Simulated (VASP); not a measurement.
Input:

```xyz
4
Lattice="1.6236 -2.8122 0.0000 1.6236 2.8122 0.0000 0.0000 0.0000 5.2378" Properties=species:S:1:pos:R:3 pbc="T T T"
Zn     1.6236    -0.9374     2.6258
Zn     1.6236     0.9374     0.0068
O      1.6236    -0.9374     4.6129
O      1.6236     0.9374     1.9940
```

Level of theory: vdW-DF-cx, VASP's PBE PAW potentials (set 64) (plane waves; VASP). Settings: 520 eV cut-off, Gaussian smearing of 0.050 eV, potentials Zn O.

**Question.** Give the energies of bands 7 to 20 at the high-symmetry points, in eV from the valence-band maximum.

**Answer.** 
| band | Γ | M | K | A | L | H |
|---|---|---|---|---|---|---|
| 7 | -5.50 | -5.04 | -4.71 | -5.62 | -5.14 | -4.93 |
| 8 | -5.50 | -4.90 | -4.71 | -5.62 | -5.14 | -4.93 |
| 9 | -4.52 | -4.49 | -4.60 | -4.40 | -4.33 | -4.52 |
| 10 | -4.52 | -4.35 | -4.46 | -4.40 | -4.33 | -4.52 |
| 11 | -4.31 | -4.26 | -4.43 | -4.40 | -4.24 | -4.00 |
| 12 | -4.31 | -4.19 | -4.43 | -4.40 | -4.24 | -4.00 |
| 13 | -4.04 | -3.72 | -3.75 | -2.26 | -3.76 | -3.71 |
| 14 | -0.79 | -3.56 | -3.53 | -2.26 | -3.76 | -3.71 |
| 15 | -0.79 | -2.83 | -3.53 | -0.39 | -1.51 | -2.70 |
| 16 | -0.09 | -2.26 | -1.92 | -0.39 | -1.51 | -2.70 |
| 17 | 0.00 | -1.29 | -1.92 | -0.39 | -1.38 | -1.25 |
| 18 | 0.00 | -0.84 | -1.74 | -0.39 | -1.38 | -1.25 |
| 19 | 0.75 | 5.72 | 7.59 | 3.41 | 5.64 | 7.90 |
| 20 | 5.16 | 6.81 | 7.64 | 3.41 | 5.64 | 7.90 |

The gap is direct, 0.75 eV, from the valence maximum at Γ to the conduction minimum at Γ.

Measured: gap 3.60 eV (computed value off by -2.85 eV), as given by Wei Chen et al., Physical Review Materials (2018), doi:10.1103/physrevmaterials.2.073803 [zero-point renormalisation of 0.16 eV added back (the table's ZPR column)].

The compound is ZnO in the wurtzite structure. It was relaxed first.
